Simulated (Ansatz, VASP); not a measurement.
# IrPd (Ir-Pd stack, (111) layers) in two plane-wave programs

Aim: how closely do two programs agree when they are given the same cell, functional and k mesh? The cell is taken from a series of runs on this material, whose earlier steps may have relaxed, scaled, displaced or heated it; both programs get it as it stands.

Method: plane waves, with VASP 6.6.1 beside it; PBEsol, in Ansatz 0.2.0.

## (1) The structure

The cell holds 2 atoms: 1 Ir and 1 Pd. Its edges and angles: a = 2.629 Å, b = 2.629 Å, c = 28.292 Å, α = 90.0°, β = 90.0°, γ = 120.0°. It derives from IrPd. Vacuum lies along c.

Structure file:

```cif
data_structure
_symmetry_space_group_name_H-M 'P 1'
_symmetry_Int_Tables_number 1
_cell_length_a 2.6288
_cell_length_b 2.6288
_cell_length_c 28.2918
_cell_angle_alpha 90.000
_cell_angle_beta 90.000
_cell_angle_gamma 120.000
_cell_volume 169.32
loop_
_atom_site_label
_atom_site_type_symbol
_atom_site_fract_x
_atom_site_fract_y
_atom_site_fract_z
_atom_site_occupancy
Ir1 Ir 0.00000 0.00000 0.19410 1
Pd2 Pd 0.33333 0.66667 0.27409 1
```

## (2) VASP: zone-centre phonons, PBEsol

Second derivatives magnify differences that forces hide, and they need a tight electronic threshold.

Lines of VASP's logs that name or quote its potential files are left out, and so is its time.

INCAR

```
SYSTEM = IrPd
PREC = Accurate
ENCUT = 500
EDIFF = 1E-08
NELM = 120
ISMEAR = -1
SIGMA = 0.1
LREAL = .FALSE.
ALGO = Normal
GGA = PS
NBANDS = 15
LASPH = .TRUE.
LORBIT = 11
LWAVE = .FALSE.
LCHARG = .FALSE.
ISIF = 2
IBRION = 8
GGA_COMPAT = .FALSE.
NELMDL = -8
KPAR = 2
```

POSCAR

```
IrPd
1.0
    2.6288116270     -0.0000027589      0.0000000000
   -1.3144034243      2.2766190302      0.0000000000
    0.0000000000      0.0000000000     28.2917840871
Ir Pd
1 1
Direct
    0.0000000000      0.0000000000      0.1940958864
    0.3333333333      0.6666666667      0.2740926859
```

KPOINTS

```
Automatic mesh
0
Gamma
24 24 1
0 0 0
```

The projector-augmented-wave data sets are Ir and Pd (PBE family, release 64).

The run is started by

```sh
$ mpirun -np 2 vasp_std
```

Numbers of over 12 decimals in the logs are rounded to 6 here.

The program printed:

```text
[banner, memory and clock lines left out]
running    2 mpi-ranks, on    1 nodes
 distrk:  each k-point on    1 cores,    2 groups
 distr:  one band on    1 cores,    1 groups

 POSCAR found type information on POSCAR IrPd
 POSCAR found :  2 types and       2 ions
|                                                                             |
|               ----> ADVICE to this user running VASP <----                  |
|                                                                             |
|     You enforced a specific xc type in the INCAR file but a different       |
|     [... a line on the potential file left out ...]
|     I HOPE YOU KNOW WHAT YOU ARE DOING!                                     |
|                                                                             |

 LDA part: xc-table for (Slater+PW92), standard interpolation
 POSCAR, INCAR and KPOINTS ok, starting setup
 FFT: planning ... GRIDC
 FFT: planning ... GRID_SOFT
 FFT: planning ... GRID
 WAVECAR not read
 entering main loop
       N       E                     dE             d eps       ncg     rms          rms(c)
DAV:   1     0.136700325257E+03    0.13670E+03   -0.65147E+03  1830   0.902E+02
DAV:   2    -0.744288701991E+01   -0.14414E+03   -0.13214E+03  2382   0.232E+02
DAV:   3    -0.148910979175E+02   -0.74482E+01   -0.69958E+01  2365   0.559E+01
DAV:   4    -0.150167060111E+02   -0.12561E+00   -0.12430E+00  2222   0.830E+00
DAV:   5    -0.150195005239E+02   -0.27945E-02   -0.27943E-02  2578   0.112E+00
DAV:   6    -0.150195796566E+02   -0.79133E-04   -0.79132E-04  2655   0.176E-01
DAV:   7    -0.150195810356E+02   -0.13790E-05   -0.13790E-05  2576   0.168E-02
DAV:   8    -0.150195810863E+02   -0.50704E-07   -0.50804E-07  2419   0.223E-03    0.161E+01
DAV:   9    -0.156865769373E+02   -0.66700E+00   -0.11821E+01  2894   0.374E+01    0.140E+01
DAV:  10    -0.169999898601E+02   -0.13134E+01   -0.30378E+01  2521   0.632E+01    0.133E+01
DAV:  11    -0.150936480822E+02    0.19063E+01   -0.25103E+00  2175   0.171E+01    0.763E+00
DAV:  12    -0.140106123107E+02    0.10830E+01   -0.19372E+00  2159   0.215E+01    0.115E+00
DAV:  13    -0.140255271992E+02   -0.14915E-01   -0.15645E-01  2326   0.403E+00    0.682E-01
DAV:  14    -0.140189878301E+02    0.65394E-02   -0.16319E-02  2349   0.147E+00    0.282E-01
[...]
DAV:  25    -0.140176299716E+02   -0.79188E-05   -0.38368E-07  2095   0.198E-03    0.542E-04
DAV:  26    -0.140176351931E+02   -0.52215E-05   -0.19164E-07  1938   0.256E-03    0.656E-04
DAV:  27    -0.140176379166E+02   -0.27234E-05   -0.11236E-07  1851   0.106E-03    0.312E-04
DAV:  28    -0.140176388372E+02   -0.92061E-06   -0.39873E-08  1633   0.169E-03    0.490E-04
DAV:  29    -0.140176390350E+02   -0.19780E-06   -0.98492E-09  1883   0.122E-03    0.441E-05
DAV:  30    -0.140176392175E+02   -0.18254E-06   -0.45947E-09  1584   0.387E-04    0.175E-04
DAV:  31    -0.140176392678E+02   -0.50336E-07   -0.16975E-09  1797   0.426E-04    0.177E-05
DAV:  32    -0.140176392738E+02   -0.59274E-08   -0.80201E-11  1811   0.105E-04
   1 F= -.14017639E+02 E0= -.13952383E+02  d E =-.130512E+00
 Linear response reoptimize wavefunctions to high precision
DAV:   1    -0.140176392892E+02   -0.15382E-07   -0.10678E-10  1496   0.719E-05
DAV:   2    -0.140176392892E+02    0.36380E-11    0.49112E-12  1881   0.212E-05
 Linear response DOF=           4
 Linear response progress:
  Degree of freedom:   1/  4
       N       E                     dE             d eps       ncg     rms          rms(c)
RMM:   1    -0.167058820571E+00   -0.16706E+00   -0.14308E-01 14919   0.283E+00
RMM:   2    -0.166210943147E+00    0.84788E-03   -0.54814E-03 13003   0.585E-01    0.130E-01
RMM:   3    -0.165314761365E+00    0.89618E-03   -0.39558E-04 13178   0.147E-01    0.717E-02
RMM:   4    -0.164660344694E+00    0.65442E-03   -0.75161E-04 13672   0.170E-01    0.136E-02
RMM:   5    -0.164656278160E+00    0.40665E-05   -0.24047E-05 13834   0.422E-02    0.105E-02
RMM:   6    -0.164616428650E+00    0.39850E-04   -0.19207E-06 14383   0.105E-02    0.172E-02
RMM:   7    -0.164547980443E+00    0.68448E-04   -0.18806E-06 14242   0.109E-02    0.282E-03
RMM:   8    -0.164533997493E+00    0.13983E-04   -0.53792E-07 14608   0.493E-03    0.103E-03
RMM:   9    -0.164538308729E+00   -0.43112E-05   -0.18582E-08 14911   0.116E-03    0.538E-04
RMM:  10    -0.164542596601E+00   -0.42879E-05   -0.44142E-09 14820   0.517E-04    0.158E-04
RMM:  11    -0.164542740996E+00   -0.14439E-06   -0.25189E-09 14746   0.154E-04    0.881E-05
RMM:  12    -0.164542119379E+00    0.62162E-06   -0.28713E-09 14905   0.113E-04    0.220E-05
RMM:  13    -0.164541963448E+00    0.15593E-06   -0.44505E-09 15477   0.352E-05    0.508E-06
RMM:  14    -0.164541931760E+00    0.31688E-07   -0.24900E-09 15116   0.195E-05    0.373E-06
RMM:  15    -0.164541946512E+00   -0.14752E-07   -0.10776E-09 14686   0.151E-05    0.124E-06
RMM:  16    -0.164541949847E+00   -0.33350E-08   -0.38829E-10 13431   0.136E-05    0.807E-07
 first order change of Fermi-energy   0.10690E-04
 force on displaced ion       1 direction 1 :  -1.287  -0.000  -0.000
 Linear response progress:
  Degree of freedom:   2/  4
       N       E                     dE             d eps       ncg     rms          rms(c)
RMM:   1    -0.267789429126E+00   -0.26779E+00   -0.16530E-01  3079   0.286E+00
RMM:   2    -0.264803193730E+00    0.29862E-02   -0.43147E-03  2680   0.606E-01    0.253E-01
RMM:   3    -0.264768258653E+00    0.34935E-04   -0.41796E-04  2863   0.158E-01    0.179E-01
RMM:   4    -0.266074262813E+00   -0.13060E-02   -0.13257E-03  3110   0.276E-01    0.407E-01
RMM:   5    -0.265095086312E+00    0.97918E-03   -0.86557E-04  3119   0.215E-01    0.432E-02
RMM:   6    -0.265040836403E+00    0.54250E-04   -0.40966E-05  2854   0.503E-02    0.945E-03
RMM:   7    -0.264978634839E+00    0.62202E-04   -0.18830E-06  3056   0.104E-02    0.101E-02
RMM:   8    -0.264940414856E+00    0.38220E-04   -0.10614E-06  2955   0.808E-03    0.961E-04
RMM:   9    -0.264935379259E+00    0.50356E-05   -0.95658E-08  3074   0.220E-03    0.503E-04
RMM:  10    -0.264934774146E+00    0.60511E-06   -0.10465E-08  3116   0.730E-04    0.186E-04
RMM:  11    -0.264934369229E+00    0.40492E-06   -0.63779E-09  3199   0.264E-04    0.111E-04
RMM:  12    -0.264934999319E+00   -0.63009E-06   -0.97902E-09  3210   0.280E-04    0.642E-05
RMM:  13    -0.264936450614E+00   -0.14513E-05   -0.11907E-08  3308   0.254E-04    0.448E-05
RMM:  14    -0.264935995596E+00    0.45502E-06   -0.14249E-09  3182   0.941E-05    0.192E-05
RMM:  15    -0.264936160344E+00   -0.16475E-06   -0.26858E-09  3362   0.857E-05    0.134E-05
RMM:  16    -0.264936158918E+00    0.14261E-08   -0.15077E-09  3306   0.350E-05    0.749E-06
 first order change of Fermi-energy   0.22136E+00
 force on displaced ion       1 direction 3 :  -0.000  -0.000  -7.165
 Linear response progress:
  Degree of freedom:   3/  4
       N       E                     dE             d eps       ncg     rms          rms(c)
RMM:   1    -0.236772504697E+00   -0.23677E+00   -0.23598E-01 14719   0.361E+00
RMM:   2    -0.235602559516E+00    0.11699E-02   -0.45396E-03 13112   0.616E-01    0.103E-01
RMM:   3    -0.235176276107E+00    0.42628E-03   -0.20447E-04 13192   0.127E-01    0.576E-02
RMM:   4    -0.234788510570E+00    0.38777E-03   -0.45987E-04 13675   0.131E-01    0.151E-02
RMM:   5    -0.234759214066E+00    0.29297E-04   -0.58085E-06 13782   0.265E-02    0.108E-02
RMM:   6    -0.234707600802E+00    0.51613E-04   -0.31325E-06 14111   0.134E-02    0.215E-02
RMM:   7    -0.234622904480E+00    0.84696E-04   -0.33511E-06 14231   0.138E-02    0.140E-03
RMM:   8    -0.234628012008E+00   -0.51075E-05   -0.12766E-07 14473   0.299E-03    0.404E-04
RMM:   9    -0.234628501897E+00   -0.48989E-06   -0.59084E-09 14830   0.590E-04    0.263E-04
RMM:  10    -0.234628614542E+00   -0.11264E-06   -0.25614E-09 14890   0.371E-04    0.108E-04
RMM:  11    -0.234628262345E+00    0.35220E-06   -0.85305E-09 14992   0.126E-04    0.234E-05
RMM:  12    -0.234628102560E+00    0.15978E-06   -0.91791E-09 15160   0.438E-05    0.126E-05
RMM:  13    -0.234627992027E+00    0.11053E-06   -0.71703E-09 15195   0.337E-05    0.211E-06
RMM:  14    -0.234627988134E+00    0.38938E-08    0.58553E-09 15284   0.243E-05    0.100E-06
 first order change of Fermi-energy   0.26637E-03
 force on displaced ion       2 direction 1 :  -1.303   0.000  -0.000
 Linear response progress:
  Degree of freedom:   4/  4
       N       E                     dE             d eps       ncg     rms          rms(c)
RMM:   1    -0.315096757391E+00   -0.31510E+00   -0.25098E-01  3205   0.382E+00
RMM:   2    -0.313351125431E+00    0.17456E-02   -0.73948E-03  2772   0.722E-01    0.276E-01
RMM:   3    -0.315113595719E+00   -0.17625E-02   -0.17187E-03  2905   0.313E-01    0.479E-01
RMM:   4    -0.313655476914E+00    0.14581E-02   -0.11810E-03  2799   0.276E-01    0.158E-01
RMM:   5    -0.313962914947E+00   -0.30744E-03   -0.30484E-04  2978   0.126E-01    0.346E-02
RMM:   6    -0.313968910466E+00   -0.59955E-05   -0.15781E-05  3035   0.328E-02    0.168E-02
RMM:   7    -0.313896523088E+00    0.72387E-04   -0.23135E-06  2838   0.123E-02    0.712E-03
RMM:   8    -0.313849030990E+00    0.47492E-04   -0.16884E-06  3034   0.891E-03    0.210E-03
RMM:   9    -0.313855998651E+00   -0.69677E-05   -0.22697E-07  2961   0.366E-03    0.926E-04
RMM:  10    -0.313855565725E+00    0.43293E-06   -0.18013E-08  2894   0.104E-03    0.387E-04
RMM:  11    -0.313860265786E+00   -0.47001E-05   -0.33994E-08  3244   0.804E-04    0.267E-04
RMM:  12    -0.313865022057E+00   -0.47563E-05   -0.25978E-08  3312   0.507E-04    0.214E-04
RMM:  13    -0.313868381295E+00   -0.33592E-05   -0.42905E-08  3242   0.411E-04    0.581E-05
RMM:  14    -0.313868115495E+00    0.26580E-06   -0.74359E-09  3312   0.205E-04    0.401E-05
RMM:  15    -0.313868148283E+00   -0.32788E-07   -0.79121E-09  3398   0.143E-04    0.239E-05
RMM:  16    -0.313868333796E+00   -0.18551E-06   -0.88500E-10  3304   0.623E-05    0.105E-05
RMM:  17    -0.313868450994E+00   -0.11720E-06    0.11437E-10  3402   0.615E-05    0.736E-06
RMM:  18    -0.313868399783E+00    0.51211E-07    0.30475E-10  3298   0.346E-05    0.362E-06
RMM:  19    -0.313868404160E+00   -0.43773E-08    0.55663E-09  3335   0.288E-05    0.219E-06
 first order change of Fermi-energy  -0.22032E+00
 force on displaced ion       2 direction 3 :  -0.000   0.000  -7.165
 Linear response finished
```

From OUTCAR (step 2):

```text
ion  position               nearest neighbor table
   1  0.000  0.000  0.194-   2 2.73   2 2.73   2 2.73
   2  0.333  0.667  0.274-   1 2.73   1 2.73   1 2.73

  LATTYP: Found a hexagonal cell.
 ALAT       =     2.6288116270
 C/A-ratio  =    10.7621952811

 Subroutine GETGRP returns: Found  6 space group operations
 (whereof  6 operations were pure point group operations)

The static configuration has the point symmetry C_3v.

 Found     61 irreducible k-points:

   k-points           NKPTS =     61   k-points in BZ     NKDIM =     61   number of bands    NBANDS=     15

   dimension x,y,z NGX =    20 NGY =   20 NGZ =  210
   dimension x,y,z NGXF=    40 NGYF=   40 NGZF=  420

   ENCUT  =  500.0 eV  36.75 Ry    6.06 a.u.   4.79  4.79 51.58*2*pi/ulx,y,z

   NELECT =      19.0000    total number of electrons

 k-points in reciprocal lattice and weights: Automatic mesh
   0.00000000  0.00000000  0.00000000       0.002
   0.04166667 -0.00000000  0.00000000       0.010
   0.08333333 -0.00000000  0.00000000       0.010
   0.12500000 -0.00000000  0.00000000       0.010
   0.16666667 -0.00000000  0.00000000       0.010
   0.20833333 -0.00000000  0.00000000       0.010
   0.25000000 -0.00000000  0.00000000       0.010
   0.29166667  0.00000000  0.00000000       0.010
   0.33333333  0.00000000  0.00000000       0.010
[...]
0.33333333  0.29166667  0.00000000       0.021
   0.33333333  0.33333333  0.00000000       0.003

 average (electrostatic) potential at core
       1 -60.9902       2 -83.1956

  Total        0.1805382      0.1805382     -0.0448532     -0.0000000      0.0000000     -0.0000000
  in kB        1.7083220      1.7083220     -0.4244183     -0.0000000      0.0000000     -0.0000000
  external PRESSURE =       0.9974086 kB  Pullay stress =       0.0000000 kB

  energy-cutoff  :      500.00
  volume of cell :      169.32
      direct lattice vectors                 reciprocal lattice vectors
     2.628811627 -0.000002759  0.000000000     0.380400252  0.219623656  0.000000000
    -1.314403424  2.276619030  0.000000000     0.000000461  0.439248110  0.000000000
     0.000000000  0.000000000 28.291784087     0.000000000  0.000000000  0.035345951

 POSITION                                       TOTAL-FORCE (eV/Angst)
 -----------------------------------------------------------------------------------
      0.00000      0.00000      5.49132        -0.000000      0.000000      0.013179
      0.00000      1.51775      7.75457         0.000000     -0.000000     -0.013179
 -----------------------------------------------------------------------------------
    total drift:                               -0.000000      0.000000     -0.000029

 Eigenvectors and eigenvalues of the dynamical matrix
 ----------------------------------------------------

   1 f  =    5.056214 THz    31.769127 2PiTHz  168.657130 cm-1    20.910810 meV
             X         Y         Z           dx          dy          dz
      0.000000  0.000000  5.491319    -0.000000   -0.000000   -0.596963
      0.000002  1.517745  7.754571     0.000000    0.000000    0.802268

   2 f  =    2.151280 THz    13.516893 2PiTHz   71.758988 cm-1     8.896977 meV
             X         Y         Z           dx          dy          dz
      0.000000  0.000000  5.491319    -0.409158    0.431368   -0.000000
      0.000002  1.517745  7.754571     0.553340   -0.583375    0.000000

   3 f  =    2.151280 THz    13.516893 2PiTHz   71.758988 cm-1     8.896977 meV
             X         Y         Z           dx          dy          dz
      0.000000  0.000000  5.491319    -0.431368   -0.409158    0.000000
      0.000002  1.517745  7.754571     0.583375    0.553340    0.000000

   4 f/i=    0.000088 THz     0.000551 2PiTHz    0.002925 cm-1     0.000363 meV
             X         Y         Z           dx          dy          dz
      0.000000  0.000000  5.491319    -0.000000   -0.000000   -0.802268
      0.000002  1.517745  7.754571     0.000000    0.000000   -0.596963

   5 f/i=    0.006430 THz     0.040401 2PiTHz    0.214485 cm-1     0.026593 meV
             X         Y         Z           dx          dy          dz
      0.000000  0.000000  5.491319     0.649687    0.473728   -0.000000
      0.000002  1.517745  7.754571     0.480401    0.350291    0.000000

   6 f/i=    0.006430 THz     0.040401 2PiTHz    0.214485 cm-1     0.026593 meV
             X         Y         Z           dx          dy          dz
      0.000000  0.000000  5.491319     0.473728   -0.649687    0.000000
      0.000002  1.517745  7.754571     0.350291   -0.480401    0.000000

 ELASTIC MODULI CONTR FROM IONIC RELAXATION (kBar)
 Direction    XX          YY          ZZ          XY          YZ          ZX
 --------------------------------------------------------------------------------
 XX         -85.1045    -67.7339   -163.1717      0.0000     23.4451      0.0000
 YY         -67.7339    -85.1045   -163.1717      0.0000    -23.4451     -0.0000
 ZZ        -163.1717   -163.1717   -348.4071      0.0000     -0.0000     -0.0000
 XY           0.0000      0.0000      0.0000     -8.6853     -0.0001      4.0490
 YZ          23.4451    -23.4451     -0.0000     -0.0001    -63.2881      0.0000
 ZX           0.0000     -0.0000     -0.0000      4.0490      0.0000     -1.8876
 --------------------------------------------------------------------------------
```

This run has no spin polarisation. Its electron count is odd, so without a moment it is a metal by construction.

(Part 1 of 2 ends here.)

[Lines on the potential files, build, host, timing and source positions are cut from VASP's logs without a mark.]

[Logs are printed without paths, hosts, clocks, repeated set-up lines and the standing remarks that a program may print on its own settings, such as how far it seeks lower states.]

[Hosts, paths, dates, database ids (printed as entryN), source tags and the programs' standing remarks are cut or masked in the printed files.]
